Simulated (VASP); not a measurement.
A VASP calculation is set up with these files.

File POSCAR:
```
BaO
1.0
  0.0000000000   2.5634479547   2.5634479547
  2.5634479547   0.0000000000   2.5634479547
  2.5634479547   2.5634479547   0.0000000000
Ba O
1 1
direct
  1.0000000000   1.0000000000   0.0000000000
  0.5000000000   0.5000000000   0.5000000000
```

KPOINTS:
```
K-points
0
gamma
  9 9 9
0 0 0
```

### INCAR
```
! general
SYSTEM  = BaO
PREC    = Accurate
ENCUT   = 620
LREAL   = .False.   ! projection in real space or not
LASPH   = .True.   ! aspherical one-centre terms

! electronic loop
EDIFF   = 1E-6   ! SCF stop (eV)
NELM    = 100   ! most electronic steps
ALGO    = Normal   ! blocked Davidson
LMAXMIX = 4

! smearing
ISMEAR  = 0   ! Gaussian
SIGMA   = 0.05

! functional
GGA     = PS   ! PBEsol

! ions
IBRION  = 2   ! conjugate gradients
NSW     = 40   ! most ionic steps
ISIF    = 3
EDIFFG  = -0.02
PSTRESS = 300

! output
LWAVE   = .False.
LCHARG  = .False.
```

POTCAR, in this order: Ba_sv O (PBE.64 set). Program: vasp_std.

### Question
Translate this PBEsol calculation to Ansatz.

### Answer
One equivalent input (not run):
Ansatz 0.2 input:
```yaml
crystal:
  lattice:
    - [0.0000000, 2.5634480, 2.5634480]
    - [2.5634480, 0.0000000, 2.5634480]
    - [2.5634480, 2.5634480, 0.0000000]
  atoms:
    - { symbol: Ba, position: [1.0000000, 1.0000000, 0.0000000] }
    - { symbol: O, position: [0.5000000, 0.5000000, 0.5000000] }
kpoints:
  mp_grid: { grid: [9, 9, 9] }
hamiltonian:
  xc: pbesol
  pseudopotentials: { kind: paw }
scf:
  occupations: { method: gaussian, width: 0.05 }
  max_iter: 100
relax:
  max_steps: 40
  f_tol: 0.02
  cell: { p_target: 30 }
output: { forces: true, stress: true, eigenvalues: true }
```
Limits of the translation: each code has its own PAW files, so the cut-off isn't converted (ENCUT is set for VASP's; basis.ecutwfc is left out, and Ansatz then takes the one that its files recommend); Ansatz stops its SCF on the density residual and VASP on the energy change (EDIFF).

The structure was generated: BaO was put into the rock salt type (Fm-3m), which need not be its known phase. It was relaxed first under an external pressure of 30 GPa.
